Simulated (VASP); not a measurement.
**A first-principles U for LaFe2P2**

Wanted: U by linear response. The start is a computed cell from the Materials Project.

Method: PBEsol, spin-polarised from a ferromagnetic start; plane waves and PAW (Fe, Fe, La, P), in the first sound run; inputs show where later runs differ, in VASP 6.6.1.

## Step 1: The structure

It takes space group I4/mmm (No. 139, tetragonal). The conventional cell has a = 3.786 Å, b = 3.786 Å, c = 11.020 Å, α = 90.00°, β = 90.00°, γ = 90.00°. Nearest to Fe lie 4 P at 2.18 Å and 4 Fe at 2.68 Å and 4 La at 3.34 Å. La has 10 P at 3.16 to 3.83 Å and 8 Fe at 3.34 Å and 4 La at 3.79 Å nearest. P has 4 Fe at 2.18 Å and 5 La at 3.16 to 3.83 Å and 9 P at 3.36 to 3.79 Å nearest. Farther neighbours are not listed.

## Step 2: Ground state

The shifted atom is typed as a species of its own, and density and orbitals are saved as the common start.

File INCAR:

```
SYSTEM = LaFe2P2
PREC = Accurate
ENCUT = 350
EDIFF = 1E-06
NELM = 150
ISMEAR = 0
SIGMA = 0.05
LREAL = .FALSE.
ALGO = Normal
GGA = PS
NBANDS = 52
ISPIN = 2
MAGMOM = 3 3 3 3 0 0 0 0 0 0
LASPH = .TRUE.
LMAXMIX = 4
AMIX = 0.2
BMIX = 1E-04
AMIX_MAG = 0.8
BMIX_MAG = 1E-04
LORBIT = 11
LWAVE = .TRUE.
LCHARG = .TRUE.
KPAR = 4
```

File POSCAR:

```
LaFe2P2
1.0
   -1.8928825844      1.8928825844      5.5100156407
    3.7857651688     -3.7857651688     11.0200312814
    1.8928825844      1.8928825844     -5.5100156407
Fe Fe La P
1 3 2 4
Direct
    0.2500000000      0.3750000000      0.5000000000
    0.2500000000      0.8750000000      0.5000000000
    0.7500000000      0.1250000000      0.5000000000
    0.7500000000      0.6250000000      0.5000000000
    0.0000000000      0.0000000000      0.0000000000
    0.0000000000      0.5000000000      0.0000000000
    0.3477425600      0.1738712800      0.0000000000
    0.3477425600      0.6738712800      0.0000000000
    0.6522574400      0.3261287200      0.0000000000
    0.6522574400      0.8261287200      0.0000000000
```

File KPOINTS:

```
Automatic mesh
0
Gamma
6 6 6
0 0 0
```

PAW data sets: Fe, Fe, La and P (PBE family, release 64).

Command:

```bash
$ mpirun -np 4 vasp_std
```

Log:

```text
[banner, memory and clock lines left out]
running    4 mpi-ranks, on    1 nodes
 distrk:  each k-point on    1 cores,    4 groups
 distr:  one band on    1 cores,    1 groups

 POSCAR found type information on POSCAR FeFeLaP
 POSCAR found :  4 types and      10 ions
|                                                                             |
|               ----> ADVICE to this user running VASP <----                  |
|                                                                             |
|     You enforced a specific xc type in the INCAR file but a different       |
|     [... a line on the potential file left out ...]
|     I HOPE YOU KNOW WHAT YOU ARE DOING!                                     |
|                                                                             |

 LDA part: xc-table for (Slater+PW92), standard interpolation
 POSCAR, INCAR and KPOINTS ok, starting setup
 FFT: planning ... GRIDC
 FFT: planning ... GRID_SOFT
 FFT: planning ... GRID
 WAVECAR not read
 entering main loop
       N       E                     dE             d eps       ncg     rms          rms(c)
DAV:   1     0.602148246929E+03    0.60215E+03   -0.20873E+04 14232   0.145E+03
DAV:   2     0.542729173147E+02   -0.54788E+03   -0.50323E+03 15384   0.345E+02
DAV:   3    -0.703572985894E+02   -0.12463E+03   -0.11519E+03 19412   0.173E+02
DAV:   4    -0.867062185408E+02   -0.16349E+02   -0.15124E+02 25772   0.636E+01
DAV:   5    -0.884249379532E+02   -0.17187E+01   -0.16273E+01 26376   0.193E+01    0.421E+01
DAV:   6    -0.945681466137E+02   -0.61432E+01   -0.25490E+02 26960   0.115E+02    0.380E+01
DAV:   7    -0.790233022360E+02    0.15545E+02   -0.64151E+01 22776   0.767E+01    0.168E+01
DAV:   8    -0.809695416185E+02   -0.19462E+01   -0.30838E+01 24336   0.227E+01    0.130E+01
DAV:   9    -0.802929539171E+02    0.67659E+00   -0.73526E+00 25648   0.217E+01    0.428E+00
DAV:  10    -0.804155344947E+02   -0.12258E+00   -0.22770E+00 25988   0.143E+01    0.529E+00
DAV:  11    -0.802746305931E+02    0.14090E+00   -0.78856E-01 26520   0.831E+00    0.188E+00
DAV:  12    -0.802812919034E+02   -0.66613E-02   -0.16220E-01 26048   0.384E+00    0.213E+00
DAV:  13    -0.802562644960E+02    0.25027E-01   -0.12062E-01 25464   0.372E+00    0.810E-01
DAV:  14    -0.802598228002E+02   -0.35583E-02   -0.42986E-02 26040   0.194E+00    0.940E-01
DAV:  15    -0.802558263778E+02    0.39964E-02   -0.30081E-02 25184   0.182E+00    0.409E-01
DAV:  16    -0.802558097159E+02    0.16662E-04   -0.32210E-03 27240   0.491E-01    0.250E-01
DAV:  17    -0.802556574471E+02    0.15227E-03   -0.11552E-03 25400   0.227E-01    0.132E-01
DAV:  18    -0.802556932466E+02   -0.35800E-04   -0.48926E-04 27392   0.159E-01    0.729E-02
DAV:  19    -0.802557191084E+02   -0.25862E-04   -0.12948E-04 27160   0.749E-02    0.378E-02
DAV:  20    -0.802557289761E+02   -0.98678E-05   -0.50118E-05 28232   0.485E-02    0.173E-02
DAV:  21    -0.802557319314E+02   -0.29553E-05   -0.13442E-05 26784   0.216E-02    0.109E-02
DAV:  22    -0.802557339652E+02   -0.20338E-05   -0.50430E-06 20112   0.118E-02    0.724E-03
DAV:  23    -0.802557348789E+02   -0.91373E-06   -0.46646E-06 22752   0.964E-03
   1 F= -.80255735E+02 E0= -.80250996E+02  d E =-.947759E-02  mag=    -0.0005
 writing wavefunctions
```

Wall time 16 min (4 MPI ranks of AMD EPYC 7R43, shared host); peak memory 3.1 GiB; 63 min of CPU time.

The logs omit lines about the potential files and the build; timing stands in the text.

OUTCAR, selected parts (step 2):

```text
ion  position               nearest neighbor table
   1  0.250  0.375  0.500-   9 2.18   7 2.18   8 2.18   9 2.18   4 2.68   4 2.68   3 2.68   3 2.68
                             6 3.34   6 3.34   5 3.34   6 3.34
   2  0.250  0.875  0.500-  10 2.18   8 2.18   7 2.18  10 2.18   3 2.68   3 2.68   4 2.68   4 2.68
                             5 3.34   5 3.34   5 3.34   6 3.34
   3  0.750  0.125  0.500-   9 2.18   7 2.18   7 2.18  10 2.18   2 2.68   1 2.68   1 2.68   2 2.68
                             5 3.34   5 3.34   6 3.34   5 3.34
   4  0.750  0.625  0.500-  10 2.18   8 2.18   8 2.18   9 2.18   1 2.68   2 2.68   2 2.68   1 2.68
                             6 3.34   6 3.34   5 3.34   6 3.34
   5  0.000  0.000  0.000-  10 3.16   8 3.16   9 3.16   7 3.16   7 3.16  10 3.16   9 3.16   8 3.16
                             3 3.34   2 3.34   3 3.34   2 3.34   3 3.34   1 3.34   2 3.34   4 3.34
   6  0.000  0.500  0.000-   9 3.16   7 3.16  10 3.16   8 3.16   8 3.16   9 3.16  10 3.16   7 3.16
                             4 3.34   1 3.34   4 3.34   1 3.34   2 3.34   3 3.34   1 3.34   4 3.34
   7  0.348  0.174  0.000-   1 2.18   3 2.18   2 2.18   3 2.18   5 3.16   6 3.16   5 3.16   6 3.16

  LATTYP: Found a base centered monoclinic cell.
 ALAT       =    11.6521717871
 B/A-ratio  =     0.3248978163
 C/A-ratio  =     0.6497956326
 COS(beta)  =    -0.3248978163

 Subroutine GETGRP returns: Found  2 space group operations
 (whereof  2 operations were pure point group operations)

The static configuration has the point symmetry C_1h.

 Found     68 irreducible k-points:

   k-points           NKPTS =     68   k-points in BZ     NKDIM =     68   number of bands    NBANDS=     52

   dimension x,y,z NGX =    40 NGY =   80 NGZ =   40
   dimension x,y,z NGXF=    80 NGYF=  160 NGZF=   80

   ENCUT  =  350.0 eV  25.72 Ry    5.07 a.u.   9.34 18.69  9.34*2*pi/ulx,y,z

   NELECT =      74.0000    total number of electrons

 k-points in reciprocal lattice and weights: Automatic mesh
   0.00000000  0.00000000  0.00000000       0.005
   0.16666667  0.00000000  0.00000000       0.019
   0.33333333  0.00000000  0.00000000       0.019
   0.50000000  0.00000000  0.00000000       0.009
   0.00000000  0.16666667  0.00000000       0.009
   0.16666667  0.16666667 -0.00000000       0.019
   0.33333333  0.16666667 -0.00000000       0.019
   0.50000000  0.16666667  0.00000000       0.019
  -0.33333333  0.16666667  0.00000000       0.019
[...]
0.50000000  0.33333333  0.50000000       0.009
   0.50000000  0.50000000  0.50000000       0.005

 average (electrostatic) potential at core
       1 -39.9871       2 -39.9871       3 -39.9871       4 -39.9871       5 -94.7665
       6 -94.7665       7 -79.6811       8 -79.6816       9 -79.6813      10 -79.6813

 E-fermi :   8.9071

 spin component 1
 k-point     1 :       0.0000    0.0000    0.0000
  band No.  band energies     occupation
    ...
     33       7.8668      1.00000
     34       8.0225      1.00000
     35       8.5748      1.00000
     36       8.5782      1.00000
     37       8.6364      1.00000
     38       9.4765      0.00000
     39       9.5322      0.00000
     40       9.6309      0.00000
     41       9.9169      0.00000
     42      10.5885      0.00000
    ...

 k-point     2 :       0.1667    0.0000    0.0000
  band No.  band energies     occupation
    ...
     33       8.0766      1.00000
     34       8.1572      1.00000
     35       8.3706      1.00000
     36       8.4319      1.00000
     37       8.6534      1.00000
     38       9.0398      0.00009
     39       9.5837      0.00000
     40       9.6344      0.00000
     41       9.9755      0.00000
     42      10.1518      0.00000
    ...

 k-point     3 :       0.3333    0.0000    0.0000
  band No.  band energies     occupation
    ...
     34       8.0027      1.00000
     35       8.1007      1.00000
     36       8.2517      1.00000
     37       8.6768      1.00000
     38       8.8062      0.99784
     39       8.9082      0.48744
     40       9.6919      0.00000
     41       9.8557      0.00000
     42       9.8951      0.00000
     43      10.2812      0.00000
    ...

 k-point     4 :       0.5000    0.0000    0.0000
  band No.  band energies     occupation
    ...
     34       7.8688      1.00000
     35       8.0468      1.00000
     36       8.3090      1.00000
     37       8.3108      1.00000
     38       8.4214      1.00000
     39       9.5307      0.00000
     40       9.6307      0.00000
     41       9.7239      0.00000
     42       9.8170      0.00000
     43       9.9169      0.00000
    ...

 k-point     5 :       0.0000    0.1667    0.0000
  band No.  band energies     occupation
    ...
     33       7.9317      1.00000
     34       8.1181      1.00000
     35       8.5261      1.00000
     36       8.5422      1.00000
     37       8.6210      1.00000
     38       9.2606      0.00000
     39       9.5018      0.00000
     40       9.5809      0.00000
     41      10.3473      0.00000
     42      10.4854      0.00000
    ...

 k-point     6 :       0.1667    0.1667   -0.0000
  band No.  band energies     occupation
    ...
     33       8.0957      1.00000
     34       8.1975      1.00000
     35       8.3627      1.00000
     36       8.4086      1.00000
     37       8.7536      0.99999
     38       8.9268      0.28897
     39       9.6035      0.00000
     40       9.7274      0.00000
     41       9.9123      0.00000
     42      10.1373      0.00000
    ...

  Total       -2.5148416     -2.4145020     -3.2007543      0.0000000      0.0000000      0.0014892
  in kB      -25.5112092    -24.4933383    -32.4692870      0.0000000      0.0000000      0.0151065
  external PRESSURE =     -27.4912782 kB  Pullay stress =       0.0000000 kB

  energy-cutoff  :      350.00
  volume of cell :      157.94
      direct lattice vectors                 reciprocal lattice vectors
    -1.892882584  1.892882584  5.510015641     0.000000000  0.264147393  0.090743844
     3.785765169 -3.785765169 11.020031281     0.132073697  0.000000000  0.045371922
     1.892882584  1.892882584 -5.510015641     0.264147393  0.264147393  0.000000000

 POSITION                                       TOTAL-FORCE (eV/Angst)
 -----------------------------------------------------------------------------------
      1.89288     -0.00000      2.75501        -0.000680      0.000000      0.005699
      3.78577     -1.89288      8.26502        -0.000864      0.000000      0.005782
     -0.00000      1.89288      2.75501         0.000826      0.000000     -0.005782
      1.89288      0.00000      8.26502         0.000712      0.000000     -0.005678
      0.00000      0.00000      0.00000        -0.000047      0.000000     -0.000035
      1.89288     -1.89288      5.51002         0.000039      0.000000      0.000015
      0.00000      0.00000      3.83213        -0.001247      0.000000      0.327279
      1.89288     -1.89288      9.34215        -0.001271     -0.000000      0.327274
      0.00000      0.00000      7.18790         0.001203     -0.000000     -0.327231
      1.89288     -1.89288     12.69791         0.001329     -0.000000     -0.327324
 -----------------------------------------------------------------------------------
    total drift:                                0.000012      0.000000      0.000022

  FREE ENERGIE OF THE ION-ELECTRON SYSTEM (eV)
  ---------------------------------------------------
  free  energy   TOTEN  =       -80.2557348789 eV

  energy  without entropy=      -80.2462572888  energy(sigma->0) =      -80.25099608

 total charge
# of ion       s       p       d       f       tot
--------------------------------------------------
    1        0.465   0.646   6.598   0.000   7.709
    2        0.465   0.646   6.598   0.000   7.709
    3        0.465   0.646   6.598   0.000   7.710
    4        0.465   0.646   6.598   0.000   7.709
    5        2.025   5.627   0.748   0.165   8.565
    6        2.025   5.627   0.748   0.165   8.565
    7        1.019   1.494   0.000   0.000   2.513
    8        1.019   1.494   0.000   0.000   2.513
    9        1.019   1.494   0.000   0.000   2.513
   10        1.019   1.494   0.000   0.000   2.513
--------------------------------------------------
tot          9.989  19.813  27.889   0.329  58.020

 magnetization (x)
# of ion       s       p       d       f       tot
--------------------------------------------------
    1       -0.000  -0.000  -0.000   0.000  -0.000
    2       -0.000  -0.000  -0.000   0.000  -0.000
    3       -0.000  -0.000  -0.000   0.000  -0.000
    4       -0.000  -0.000  -0.000   0.000  -0.000
    5       -0.000  -0.000  -0.000  -0.000  -0.000
    6       -0.000  -0.000  -0.000  -0.000  -0.000
    7        0.000   0.000   0.000   0.000   0.000
    8        0.000   0.000   0.000   0.000   0.000
    9        0.000   0.000   0.000   0.000   0.000
   10        0.000   0.000   0.000   0.000   0.000
--------------------------------------------------
tot          0.000   0.000  -0.000  -0.000  -0.000

[... 6 further parts left out ...]
```

The PAW data sets were made with PBE, which is usual practice but a small mismatch for other functionals.

This step gave:

```yaml
electronic_cycles: 23
electrons: 74
free_energy_toten: -80.2557 eV
energy_at_zero_smearing: -80.2510 eV
fermi_energy: 8.907 eV
moment_of_the_cell_from_the_last_line_of_the_log: 0 μB
labelled_metallic_from_the_levels_on_this_mesh: yes
```

The spin moment in the PAW sphere vanishes on all atoms.

Force by atom:

| atom | x (eV/Å) | y (eV/Å) | z (eV/Å) | size |
| --- | --- | --- | --- | --- |
| Fe1 | -0.001 | 0.000 | 0.006 | 0.006 |
| Fe2 | -0.001 | 0.000 | 0.006 | 0.006 |
| Fe3 | 0.001 | 0.000 | -0.006 | 0.006 |
| Fe4 | 0.001 | 0.000 | -0.006 | 0.006 |
| La5 | 0.000 | 0.000 | 0.000 | 0.000 |
| La6 | 0.000 | 0.000 | 0.000 | 0.000 |
| P7 | -0.001 | 0.000 | 0.327 | 0.327 |
| P8 | -0.001 | 0.000 | 0.327 | 0.327 |
| P9 | 0.001 | 0.000 | -0.327 | 0.327 |
| P10 | 0.001 | 0.000 | -0.327 | 0.327 |

The moments of the start collapsed, so the response belongs to a non-magnetic state; an antiferromagnetic one was not tried and may lie lower.

(Continued in part 2 of 4.)

[Lines on the potential files, build, host, timing and source positions are cut from VASP's logs without a mark.]

[Logs are printed without paths, hosts, clocks, repeated set-up lines and the standing remarks that a program may print on its own settings, such as how far it seeks lower states.]

[Hosts, paths, dates, database ids (printed as entryN), source tags and the programs' standing remarks are cut or masked in the printed files.]

[In band tables of VASP the shares of atoms and orbitals are scaled to a sum of 1 inside the atoms' spheres.]

[Runs that stopped without an error message from VASP are left out.]
